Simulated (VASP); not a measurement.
The cell holds one SrO (rock salt) (100) slab, with vacuum along c, ions free to move until forces fall under 0.03 eV/Å, no reconstruction beyond this cell, dipole correction on. Ionisation potential and electron affinity count from the cell's own band edges, surface states included.

```yaml
crystal:
  lattice:
    - [3.63032, 0.00000, 0.00000]
    - [0.00000, 3.63032, 0.00000]
    - [0.00000, 0.00000, 25.19263]
  atoms:
    - { symbol: Sr, position: [0.00000, 0.50000, 0.34824] }
    - { symbol: Sr, position: [0.50000, 0.00000, 0.44904] }
    - { symbol: Sr, position: [0.00000, 0.50000, 0.55096] }
    - { symbol: Sr, position: [0.50000, 0.00000, 0.65176] }
    - { symbol: O, position: [0.00000, 0.50000, 0.44749] }
    - { symbol: O, position: [0.50000, 0.00000, 0.35073] }
    - { symbol: O, position: [0.00000, 0.50000, 0.64927] }
    - { symbol: O, position: [0.50000, 0.00000, 0.55251] }
```

Method: PBEsol GGA, VASP's PBE PAW potentials (set 64) (plane waves; VASP). Run with 450 eV cut-off, 6×6×1 Γ-centred mesh, Gaussian smearing of 0.050 eV, potentials Sr_sv O.

Slab and bulk use different k-meshes, so the surface energy is good to a few per cent at best.

Task: Predict its surface energy, ionisation potential, electron affinity, band gap (on the k-mesh).

Result: 
The surface energy comes out as 0.57 J/m² and the ionisation potential is 3.62 eV. The electron affinity is 1.07 eV and the band gap (on the k-mesh) is 2.55 eV.

The cell is a thin slab with vacuum, built from SrO (rock salt): (100) face.
